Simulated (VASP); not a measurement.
Computed with RPBE GGA, VASP's PBE PAW potentials (set 64) (plane waves; VASP).

VASP ran on this input.

**INCAR**
```
SYSTEM = SnO
PREC = Accurate
ENCUT = 520
EDIFF = 1E-7
NELM = 100
ALGO = Normal
LREAL = .FALSE.
LASPH = .TRUE.
ISMEAR = 0
SIGMA = 0.05
GGA = RP
LMAXMIX = 4
LWAVE = .FALSE.
LCHARG = .FALSE.
ISIF = 4
IBRION = 2
NSW = 30
EDIFFG = -0.01
```

File POSCAR:
```
SnO
1
    3.9891636651     0.0000000000     0.0000000000
    0.0000000000     3.9891636651     0.0000000000
    0.0000000000     0.0000000000     5.5571666234
Sn O
2 2
Direct
  0.5000000000   0.0000000000   0.7858585868
  0.0000000000   0.5000000000   0.2141414132
  0.5000000000   0.5000000000   0.0000000000
  0.0000000000   0.0000000000   0.0000000000
```

KPOINTS:
```
Automatic mesh
0
Gamma
6 6 4
0 0 0
```

POTCAR, in this order: Sn_d O (PBE.64 set). Program: vasp_std.

The resulting files:

### OSZICAR
```
       N       E                     dE             d eps       ncg     rms          rms(c)
DAV:   1     0.399515939861E+03    0.39952E+03   -0.20457E+04  1480   0.234E+03
DAV:   2     0.353544242302E+02   -0.36416E+03   -0.35797E+03  1568   0.556E+02
DAV:   3    -0.227373149657E+02   -0.58092E+02   -0.57343E+02  1688   0.193E+02
DAV:   4    -0.252838868764E+02   -0.25466E+01   -0.25443E+01  1640   0.455E+01
DAV:   5    -0.253594535452E+02   -0.75567E-01   -0.75558E-01  1888   0.763E+00    0.120E+01
DAV:   6    -0.212768987373E+02    0.40826E+01   -0.31521E+01  2376   0.562E+01    0.531E+00
DAV:   7    -0.212259284294E+02    0.50970E-01   -0.31572E+00  1664   0.107E+01    0.275E+00
DAV:   8    -0.212481257678E+02   -0.22197E-01   -0.76028E-01  2000   0.583E+00    0.116E+00
DAV:   9    -0.212246333045E+02    0.23492E-01   -0.23201E-01  2272   0.367E+00    0.326E-01
DAV:  10    -0.212300753208E+02   -0.54420E-02   -0.33636E-02  1840   0.135E+00    0.315E-01
DAV:  11    -0.212282322605E+02    0.18431E-02   -0.14334E-02  2152   0.887E-01    0.328E-02
DAV:  12    -0.212284520589E+02   -0.21980E-03   -0.12455E-03  1528   0.211E-01    0.606E-02
DAV:  13    -0.212284626900E+02   -0.10631E-04   -0.24658E-04  1976   0.136E-01    0.154E-02
DAV:  14    -0.212284634627E+02   -0.77268E-06   -0.20328E-05  1728   0.307E-02    0.490E-03
DAV:  15    -0.212284640134E+02   -0.55070E-06   -0.21717E-06  2136   0.171E-02    0.434E-03
DAV:  16    -0.212284641099E+02   -0.96512E-07   -0.58618E-07  1640   0.595E-03
   1 F= -.21228464E+02 E0= -.21228464E+02  d E =-.212285E+02
       N       E                     dE             d eps       ncg     rms          rms(c)
DAV:   1    -0.212260849574E+02    0.23791E-02   -0.11129E+01  1672   0.207E+01    0.858E-01
DAV:   2    -0.212625457262E+02   -0.36461E-01   -0.39188E-01  2128   0.501E+00    0.324E-01
DAV:   3    -0.212619197044E+02    0.62602E-03   -0.61285E-03  1720   0.742E-01    0.223E-01
DAV:   4    -0.212614630722E+02    0.45663E-03   -0.13189E-03  2168   0.571E-01    0.488E-02
DAV:   5    -0.212614944454E+02   -0.31373E-04   -0.32893E-04  1616   0.169E-01    0.146E-02
DAV:   6    -0.212614991699E+02   -0.47245E-05   -0.31131E-05  1792   0.694E-02    0.649E-03
DAV:   7    -0.212615018244E+02   -0.26545E-05   -0.51478E-06  1720   0.182E-02    0.291E-03
DAV:   8    -0.212615024038E+02   -0.57943E-06   -0.16331E-06  1440   0.971E-03    0.849E-04
DAV:   9    -0.212615026885E+02   -0.28473E-06   -0.22140E-07  1296   0.715E-03    0.535E-04
DAV:  10    -0.212615027029E+02   -0.14351E-07   -0.78355E-08  1104   0.226E-03
   2 F= -.21261503E+02 E0= -.21261503E+02  d E =-.330386E-01
       N       E                     dE             d eps       ncg     rms          rms(c)
DAV:   1    -0.212550774448E+02    0.64252E-02   -0.39589E+00  1688   0.122E+01    0.504E-01
DAV:   2    -0.212676267339E+02   -0.12549E-01   -0.13531E-01  2144   0.306E+00    0.194E-01
DAV:   3    -0.212673467219E+02    0.28001E-03   -0.15510E-03  1728   0.422E-01    0.130E-01
DAV:   4    -0.212671881238E+02    0.15860E-03   -0.44773E-04  2056   0.354E-01    0.274E-02
DAV:   5    -0.212672001071E+02   -0.11983E-04   -0.12954E-04  1624   0.110E-01    0.945E-03
DAV:   6    -0.212672010074E+02   -0.90032E-06   -0.13368E-05  1816   0.475E-02    0.418E-03
DAV:   7    -0.212672019901E+02   -0.98267E-06   -0.18450E-06  1752   0.138E-02    0.193E-03
DAV:   8    -0.212672021676E+02   -0.17755E-06   -0.59000E-07  1376   0.607E-03    0.484E-04
DAV:   9    -0.212672023138E+02   -0.14612E-06   -0.72458E-08  1144   0.418E-03    0.347E-04
DAV:  10    -0.212672023121E+02    0.16626E-08   -0.30118E-08   936   0.150E-03
   3 F= -.21267202E+02 E0= -.21267202E+02  d E =-.387382E-01
       N       E                     dE             d eps       ncg     rms          rms(c)
DAV:   1    -0.213046943204E+02   -0.37492E-01   -0.16647E+00  1552   0.108E+01    0.107E+00
DAV:   2    -0.212861712863E+02    0.18523E-01   -0.66874E-02  1792   0.335E+00    0.650E-01
DAV:   3    -0.212757665962E+02    0.10405E-01   -0.14591E-02  2032   0.136E+00    0.142E-01
DAV:   4    -0.212756048308E+02    0.16177E-03   -0.22450E-03  1936   0.448E-01    0.502E-02
DAV:   5    -0.212756142156E+02   -0.93848E-05   -0.32111E-04  1784   0.180E-01    0.187E-02
DAV:   6    -0.212756110315E+02    0.31841E-05   -0.66146E-05  2008   0.850E-02    0.503E-03
DAV:   7    -0.212756123222E+02   -0.12907E-05   -0.88074E-06  1624   0.233E-02    0.295E-03
DAV:   8    -0.212756126577E+02   -0.33549E-06   -0.93274E-07  1400   0.773E-03    0.156E-03
DAV:   9    -0.212756127222E+02   -0.64473E-07   -0.50419E-07  1360   0.496E-03
   4 F= -.21275613E+02 E0= -.21275613E+02  d E =-.841041E-02
       N       E                     dE             d eps       ncg     rms          rms(c)
DAV:   1    -0.214092898172E+02   -0.13368E+00   -0.71270E+00  1600   0.223E+01    0.221E+00
DAV:   2    -0.213278560888E+02    0.81434E-01   -0.26422E-01  1760   0.637E+00    0.134E+00
DAV:   3    -0.212830061788E+02    0.44850E-01   -0.69253E-02  1992   0.268E+00    0.270E-01
DAV:   4    -0.212825400965E+02    0.46608E-03   -0.97458E-03  1912   0.937E-01    0.103E-01
DAV:   5    -0.212825660432E+02   -0.25947E-04   -0.15150E-03  2000   0.376E-01    0.514E-02
DAV:   6    -0.212825430488E+02    0.22994E-04   -0.47430E-04  1864   0.188E-01    0.967E-03
DAV:   7    -0.212825483285E+02   -0.52797E-05   -0.46584E-05  1768   0.556E-02    0.687E-03
DAV:   8    -0.212825504851E+02   -0.21566E-05   -0.44513E-06  1712   0.168E-02    0.371E-03
DAV:   9    -0.212825511086E+02   -0.62352E-06   -0.27777E-06  1520   0.108E-02    0.130E-03
DAV:  10    -0.212825512630E+02   -0.15439E-06   -0.30229E-07  1272   0.385E-03    0.272E-04
DAV:  11    -0.212825513057E+02   -0.42641E-07   -0.56663E-08  1080   0.162E-03
   5 F= -.21282551E+02 E0= -.21282551E+02  d E =-.153490E-01
       N       E                     dE             d eps       ncg     rms          rms(c)
DAV:   1    -0.212826605212E+02   -0.10926E-03   -0.61387E-03  1528   0.657E-01    0.650E-02
DAV:   2    -0.212825935932E+02    0.66928E-04   -0.24478E-04  1888   0.227E-01    0.396E-02
DAV:   3    -0.212825535207E+02    0.40073E-04   -0.57574E-05  2064   0.990E-02    0.806E-03
DAV:   4    -0.212825535986E+02   -0.77915E-07   -0.11862E-05  1784   0.300E-02    0.320E-03
DAV:   5    -0.212825538285E+02   -0.22986E-06   -0.96722E-07  1720   0.101E-02    0.962E-04
DAV:   6    -0.212825538149E+02    0.13566E-07   -0.15303E-07  1008   0.426E-03
   6 F= -.21282554E+02 E0= -.21282554E+02  d E =-.153515E-01
       N       E                     dE             d eps       ncg     rms          rms(c)
DAV:   1    -0.212825238569E+02    0.29972E-04   -0.14979E-02  1688   0.742E-01    0.270E-02
DAV:   2    -0.212825668682E+02   -0.43011E-04   -0.45726E-04  2184   0.176E-01    0.965E-03
DAV:   3    -0.212825659053E+02    0.96290E-06   -0.54019E-06  1752   0.232E-02    0.669E-03
DAV:   4    -0.212825652819E+02    0.62340E-06   -0.11260E-06  2080   0.164E-02    0.193E-03
DAV:   5    -0.212825653644E+02   -0.82504E-07   -0.28900E-07  1248   0.487E-03
   7 F= -.21282565E+02 E0= -.21282565E+02  d E =-.115495E-04
```

OUTCAR:
```
------------------------ aborting loop because EDIFF is reached ----------------------------------------
  FORCE on cell =-STRESS in cart. coord.  units (eV):
  Direction    XX          YY          ZZ          XY          YZ          ZX
  --------------------------------------------------------------------------------------
  Total       -0.1019996     -0.1019996     -0.1011589      0.0000000     -0.0000000      0.0000000
  in kB       -1.8479576     -1.8479576     -1.8327255      0.0000000     -0.0000000      0.0000000
  external PRESSURE =      -1.8428802 kB  Pullay stress =       0.0000000 kB
  volume of cell :       88.43
      direct lattice vectors                 reciprocal lattice vectors
     3.916801922  0.000000000  0.000000000     0.255310332  0.000000000  0.000000000
     0.000000000  3.916801922 -0.000000000     0.000000000  0.255310332 -0.000000000
     0.000000000  0.000000000  5.764397345     0.000000000  0.000000000  0.173478673
 POSITION                                       TOTAL-FORCE (eV/Angst)
 -----------------------------------------------------------------------------------
      1.95840      0.00000      4.59455        -0.000000      0.000000      0.004234
      0.00000      1.95840      1.16985         0.000000     -0.000000     -0.004234
      1.95840      1.95840     -0.00000         0.000000      0.000000      0.000000
      0.00000      0.00000      5.76440         0.000000     -0.000000      0.000000
 -----------------------------------------------------------------------------------
    total drift:                                0.000000      0.000000      0.000000
  FREE ENERGIE OF THE ION-ELECTRON SYSTEM (eV)
  ---------------------------------------------------
  free  energy   TOTEN  =       -21.2825653644 eV

  energy  without entropy=      -21.2825653644  energy(sigma->0) =      -21.28256536

 reached required accuracy - stopping structural energy minimisation
```
(Selected blocks of OUTCAR.)

### CONTCAR
```
SnO
   1.00000000000000
     3.9168019222268109    0.0000000000000000    0.0000000000000000
     0.0000000000000000    3.9168019222268109   -0.0000000000000000
     0.0000000000000000    0.0000000000000000    5.7643973445428029
  Sn              O
     2     2
Direct
     0.5000000000000000    0.0000000000000000    0.7970559072573862
     0.0000000000000000    0.5000000000000000    0.2029440927426138
     0.5000000000000000    0.5000000000000000    0.0000000000000000
     0.0000000000000000    0.0000000000000000    1.0000000000000000
```

Without a dispersion term in the relaxation, distances and binding between the weakly bound layers, chains or molecules are unreliable, and so is what depends on them.

The compound is SnO in the litharge structure. This cell is one point of a volume scan, at 1.06 of the reference volume. Symmetry was kept, so distortions that lower it aren't found.
